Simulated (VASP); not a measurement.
Data:

```
La2O3
1.0
    1.92525    -3.33462     0.00000
    1.92525     3.33462     0.00000
    0.00000     0.00000     5.60368
La O
2 3
Cartesian
  1.92525   1.11154   1.32043
  1.92525  -1.11154   4.28325
  0.00000   0.00000   0.00000
  1.92525   1.11154   3.66500
  1.92525  -1.11154   1.93869
```

Level of theory: PBE GGA, VASP's PBE PAW potentials (set 64) (plane waves; VASP 6.6.1). Numerical set-up: 620 eV cut-off, 7×7×4 Γ-centred mesh, Gaussian smearing of 0.050 eV, potentials La O.

**Question.** What does the run give for the energy per atom (σ→0), pressure?

**Answer.** 
The energy per atom (σ→0) comes out as -8240 meV/atom and the pressure is 20.06 GPa.

Only differences to runs with the same potentials and settings are physical.

The compound is La2O3 in the a-type structure. It was relaxed first under an external pressure of 20 GPa.
